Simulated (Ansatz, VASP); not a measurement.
Two plane-wave programs on NaB

Contents of INCAR:

```
SYSTEM = NaB
PREC = Accurate
ENCUT = 520
EDIFF = 1E-6
ISMEAR = 0
SIGMA = 0.1
LREAL = .False.
LASPH = .True.
NELM = 100
ALGO = Normal
ISIF = 2
LWAVE = .False.
LCHARG = .False.
GGA = PE
NBANDS = 12
```

The input KPOINTS:

```
Automatic mesh
0
Gamma
  6 6 6
  0 0 0
```

File POSCAR:

```
NaB
1.0
    3.6053803400      0.0000000000      0.0000000000
    0.0000000000      3.6053803400      0.0000000000
    0.0000000000      0.0000000000      3.6053803400
Na B
1 1
Direct
    0.5000000000      0.5000000000      0.5000000000
    0.0000000000      0.0000000000      0.0000000000
```

Input for Ansatz:

```yaml
crystal:
  lattice:
    - [3.60538034, 0.0, 0.0]
    - [0.0, 3.60538034, 0.0]
    - [0.0, 0.0, 3.60538034]
  atoms:
    - { symbol: Na, position: [0.5, 0.5, 0.5] }
    - { symbol: B, position: [0.0, 0.0, 0.0] }
basis:
  ecutwfc: 420
kpoints:
  mp_grid: { grid: [6, 6, 6] }
hamiltonian:
  xc: pbe
scf:
  occupations: { method: gaussian, width: 0.1 }
  lower_state_search: "off"
output:
  forces: true
  stress: true
  eigenvalues: true
```

Alike in both runs: task single point; functional PBE; k mesh 6 × 6 × 6; occupations gaussian, width 0.1 eV; no spin polarisation.

```csv
,VASP,Ansatz
version,VASP 6.6.1,Ansatz 0.2.0
potentials or method,"VASP PAW PBE potentials, release 64 (Na_pv, B)","scalar-relativistic, plane waves, PAW"
plane-wave cutoff (eV),520,420
valence electrons in the cell,10,12
```

```csv
,VASP,Ansatz,Ansatz less VASP
gap on the k mesh at the Fermi level (eV),none,none,-
pressure (GPa),-6.0,-6.0,+0.01
```

A gap of «none» marks a metal or a gap that the smearing closes. The two sets of potentials don't hold the same shells in valence.
